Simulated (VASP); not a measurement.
Output of a VASP run:

OSZICAR:
```
...
RMM:   2    -0.212752435451E+03   -0.92324E-03   -0.10449E-02  1356   0.185E-01    0.678E-02
RMM:   3    -0.212752613010E+03   -0.17756E-03   -0.19116E-03  1364   0.791E-02    0.761E-02
RMM:   4    -0.212752631527E+03   -0.18517E-04   -0.35980E-04  1406   0.388E-02    0.691E-02
RMM:   5    -0.212752611796E+03    0.19732E-04   -0.93739E-05  1168   0.202E-02    0.258E-02
RMM:   6    -0.212752616101E+03   -0.43050E-05   -0.44700E-05   964   0.102E-02
   7 F= -.21275262E+03 E0= -.21273335E+03  d E =-.240012E-02  mag=     2.0000
       N       E                     dE             d eps       ncg     rms          rms(c)
DAV:   1    -0.212749465693E+03    0.31461E-02   -0.24164E+00  1416   0.270E+00    0.534E-01
RMM:   2    -0.212753705930E+03   -0.42402E-02   -0.48117E-02  1356   0.397E-01    0.147E-01
RMM:   3    -0.212754546028E+03   -0.84010E-03   -0.89816E-03  1366   0.170E-01    0.168E-01
RMM:   4    -0.212754615917E+03   -0.69889E-04   -0.15520E-03  1406   0.828E-02    0.151E-01
RMM:   5    -0.212754525916E+03    0.90001E-04   -0.39449E-04  1356   0.419E-02    0.645E-02
RMM:   6    -0.212754546799E+03   -0.20883E-04   -0.24110E-04  1272   0.217E-02    0.285E-02
RMM:   7    -0.212754539636E+03    0.71630E-05   -0.30714E-05   878   0.120E-02
   8 F= -.21275454E+03 E0= -.21273528E+03  d E =-.432366E-02  mag=     2.0000
       N       E                     dE             d eps       ncg     rms          rms(c)
DAV:   1    -0.212754870797E+03   -0.32400E-03   -0.72200E-01  1456   0.145E+00    0.248E-01
RMM:   2    -0.212756087113E+03   -0.12163E-02   -0.13622E-02  1356   0.197E-01    0.720E-02
RMM:   3    -0.212756337983E+03   -0.25087E-03   -0.26366E-03  1371   0.842E-02    0.911E-02
RMM:   4    -0.212756353598E+03   -0.15615E-04   -0.40536E-04  1429   0.396E-02    0.780E-02
RMM:   5    -0.212756322728E+03    0.30870E-04   -0.11013E-04  1122   0.197E-02    0.361E-02
RMM:   6    -0.212756325387E+03   -0.26588E-05   -0.70360E-05   981   0.111E-02
   9 F= -.21275633E+03 E0= -.21273705E+03  d E =-.178575E-02  mag=     2.0000
       N       E                     dE             d eps       ncg     rms          rms(c)
DAV:   1    -0.212753317445E+03    0.30053E-02   -0.21067E+00  1408   0.247E+00    0.423E-01
RMM:   2    -0.212756830821E+03   -0.35134E-02   -0.39562E-02  1356   0.339E-01    0.127E-01
RMM:   3    -0.212757579566E+03   -0.74874E-03   -0.78095E-03  1373   0.144E-01    0.161E-01
RMM:   4    -0.212757612711E+03   -0.33145E-04   -0.10877E-03  1426   0.676E-02    0.134E-01
RMM:   5    -0.212757522357E+03    0.90353E-04   -0.32991E-04  1355   0.337E-02    0.602E-02
RMM:   6    -0.212757532331E+03   -0.99742E-05   -0.19684E-04  1141   0.182E-02    0.246E-02
RMM:   7    -0.212757532662E+03   -0.33079E-06   -0.24802E-05   862   0.114E-02
  10 F= -.21275753E+03 E0= -.21273826E+03  d E =-.299303E-02  mag=     2.0000
       N       E                     dE             d eps       ncg     rms          rms(c)
DAV:   1    -0.212757229482E+03    0.30285E-03   -0.45833E-01  1464   0.117E+00    0.283E-01
RMM:   2    -0.212758225884E+03   -0.99640E-03   -0.11380E-02  1356   0.202E-01    0.790E-02
RMM:   3    -0.212758398259E+03   -0.17237E-03   -0.20702E-03  1364   0.869E-02    0.708E-02
RMM:   4    -0.212758420136E+03   -0.21877E-04   -0.43121E-04  1408   0.443E-02    0.662E-02
RMM:   5    -0.212758402622E+03    0.17513E-04   -0.92880E-05  1216   0.219E-02    0.277E-02
RMM:   6    -0.212758405139E+03   -0.25169E-05   -0.48904E-05   980   0.110E-02
  11 F= -.21275841E+03 E0= -.21273913E+03  d E =-.872477E-03  mag=     2.0000
```

### OUTCAR
```
------------------------ aborting loop because EDIFF is reached ----------------------------------------
  FORCE on cell =-STRESS in cart. coord.  units (eV):
  Direction    XX          YY          ZZ          XY          YZ          ZX
  --------------------------------------------------------------------------------------
  Total       -3.1084480     -3.1038994     -3.0860207     -0.0315176      0.0129144     -0.0019939
  in kB       -3.8535409     -3.8479021     -3.8257378     -0.0390724      0.0160100     -0.0024718
  external PRESSURE =      -3.8423936 kB  Pullay stress =       0.0000000 kB
  volume of cell :     1292.39
      direct lattice vectors                 reciprocal lattice vectors
    10.892596236  0.000000000  0.000000000     0.091805478  0.000000000  0.000000000
     0.000000000 10.892596236  0.000000000     0.000000000  0.091805478  0.000000000
     0.000000000  0.000000000 10.892596236     0.000000000  0.000000000  0.091805478
  FREE ENERGIE OF THE ION-ELECTRON SYSTEM (eV)
  ---------------------------------------------------
  free  energy   TOTEN  =      -212.7584051393 eV

  energy  without entropy=     -212.7198476434  energy(sigma->0) =     -212.73912639

 total charge

# of ion       s       p       d       tot
------------------------------------------
    1        0.512   0.460   9.793  10.766
    2        0.509   0.458   9.795  10.761
    3        0.509   0.459   9.795  10.762
    4        0.509   0.459   9.795  10.764
    5        0.509   0.459   9.795  10.762
    6        0.508   0.456   9.795  10.759
    7        0.509   0.458   9.795  10.762
    8        0.509   0.459   9.795  10.762
    9        0.512   0.458   9.792  10.763
   10        0.512   0.458   9.792  10.762
   11        0.508   0.456   9.795  10.759
   12        0.512   0.458   9.792  10.762
   13        0.509   0.458   9.795  10.762
   14        0.512   0.460   9.793  10.765
   15        0.509   0.458   9.795  10.762
   16        0.509   0.459   9.795  10.763
   17        0.512   0.458   9.792  10.762
   18        0.512   0.458   9.792  10.762
   19        0.512   0.461   9.793  10.766
   20        0.512   0.458   9.792  10.762
   21        0.512   0.458   9.792  10.762
   22        0.509   0.458   9.795  10.762
   23        0.512   0.458   9.792  10.762
   24        0.512   0.458   9.792  10.762
   25        0.509   0.458   9.795  10.762
   26        0.508   0.456   9.795  10.759
   27        0.512   0.458   9.792  10.762
   28        0.509   0.458   9.795  10.762
   29        0.512   0.458   9.792  10.762
   30        0.512   0.458   9.792  10.762
   31        0.509   0.458   9.795  10.762
   32        1.315   2.422   0.000   3.737
   33        1.315   2.422   0.000   3.737
   34        1.315   2.422   0.000   3.737
   35        1.313   2.427   0.000   3.741
   36        1.313   2.427   0.000   3.740
   37        1.313   2.427   0.000   3.740
   38        1.314   2.427   0.000   3.741
   39        1.313   2.427   0.000   3.740
   40        1.329   2.383   0.000   3.712
   41        1.313   2.427   0.000   3.740
   42        1.313   2.427   0.000   3.740
   43        1.313   2.427   0.000   3.740
   44        1.314   2.427   0.000   3.740
   45        1.315   2.422   0.000   3.737
   46        1.315   2.422   0.000   3.737
   47        1.313   2.427   0.000   3.740
   48        1.329   2.383   0.000   3.712
...
```
(Selected blocks of OUTCAR.)

### POSCAR
```
Zn31S32
1
   10.8925962356    -0.0000000000    -0.0000000000
   -0.0000000000    10.8925962356     0.0000000000
    0.0000000000     0.0000000000    10.8925962356
Zn S
31 32
Direct
  0.5000000000   0.0000000000   0.0000000000
  0.7500000000   0.2500000000   0.0000000000
  0.7500000000   0.0000000000   0.2500000000
  0.0000000000   0.0000000000   0.0000000000
  0.2500000000   0.2500000000   0.0000000000
  0.5000000000   0.5000000000   0.0000000000
  0.7500000000   0.7500000000   0.0000000000
  0.2500000000   0.0000000000   0.2500000000
  0.5000000000   0.2500000000   0.2500000000
  0.7500000000   0.5000000000   0.2500000000
  0.5000000000   0.0000000000   0.5000000000
  0.7500000000   0.2500000000   0.5000000000
  0.7500000000   0.0000000000   0.7500000000
  0.0000000000   0.5000000000   0.0000000000
  0.2500000000   0.7500000000   0.0000000000
  0.0000000000   0.2500000000   0.2500000000
  0.2500000000   0.5000000000   0.2500000000
  0.5000000000   0.7500000000   0.2500000000
  0.0000000000   0.0000000000   0.5000000000
  0.2500000000   0.2500000000   0.5000000000
  0.7500000000   0.7500000000   0.5000000000
  0.2500000000   0.0000000000   0.7500000000
  0.5000000000   0.2500000000   0.7500000000
  0.7500000000   0.5000000000   0.7500000000
  0.0000000000   0.7500000000   0.2500000000
  0.0000000000   0.5000000000   0.5000000000
  0.2500000000   0.7500000000   0.5000000000
  0.0000000000   0.2500000000   0.7500000000
  0.2500000000   0.5000000000   0.7500000000
  0.5000000000   0.7500000000   0.7500000000
  0.0000000000   0.7500000000   0.7500000000
  0.6250000000   0.1250000000   0.1250000000
  0.8750000000   0.3750000000   0.1250000000
  0.8750000000   0.1250000000   0.3750000000
  0.1250000000   0.1250000000   0.1250000000
  0.3750000000   0.3750000000   0.1250000000
  0.6250000000   0.6250000000   0.1250000000
  0.8750000000   0.8750000000   0.1250000000
  0.3750000000   0.1250000000   0.3750000000
  0.6254310000   0.3793190000   0.3786720000
  0.8750000000   0.6250000000   0.3750000000
  0.6250000000   0.1250000000   0.6250000000
  0.8750000000   0.3750000000   0.6250000000
  0.8750000000   0.1250000000   0.8750000000
  0.1250000000   0.6250000000   0.1250000000
  0.3750000000   0.8750000000   0.1250000000
  0.1250000000   0.3750000000   0.3750000000
  0.3759780000   0.6267640000   0.3753730000
  0.6250000000   0.8750000000   0.3750000000
  0.1250000000   0.1250000000   0.6250000000
  0.3761220000   0.3793290000   0.6265310000
  0.6245090000   0.6224530000   0.6285640000
  0.8750000000   0.8750000000   0.6250000000
  0.3750000000   0.1250000000   0.8750000000
  0.6250000000   0.3750000000   0.8750000000
  0.8750000000   0.6250000000   0.8750000000
  0.1250000000   0.8750000000   0.3750000000
  0.1250000000   0.6250000000   0.6250000000
  0.3750000000   0.8750000000   0.6250000000
  0.1250000000   0.3750000000   0.8750000000
  0.3750000000   0.6250000000   0.8750000000
  0.6250000000   0.8750000000   0.8750000000
  0.1250000000   0.8750000000   0.8750000000
```

Q: Reconstruct the remaining input files.

A: One answer among several that fit: the input of the run itself, PBE GGA, plane waves, VASP's PBE PAW potentials (set 64).

INCAR:
```
ALGO = Fast
EDIFF = 1E-5
EDIFFG = -0.03
ENCUT = 400
GGA = PE
IBRION = 2
ISIF = 2
ISMEAR = 0
ISPIN = 2
ISYM = 0
LASPH = .True.
LCHARG = .False.
LMAXMIX = 4
LORBIT = 10
LREAL = Auto
LWAVE = .False.
MAGMOM = 63*0.0317
NELM = 100
NELMIN = 4
NSW = 60
NUPDOWN = 2
PREC = Normal
SIGMA = 0.05
SYSTEM = Zn31S32
```

File KPOINTS:
```
Automatic mesh
0
Gamma
1 1 1
0 0 0
```

POTCAR, in this order: Zn S (PBE.64 set). Program: vasp_gam.

The supercell is sampled at Γ alone, which is coarse: total energies, pressure and levels can be off, energies of defects by several tenths of an eV.

The cell is a supercell with a defect, built from ZnS (zinc blende): vac_Zn.
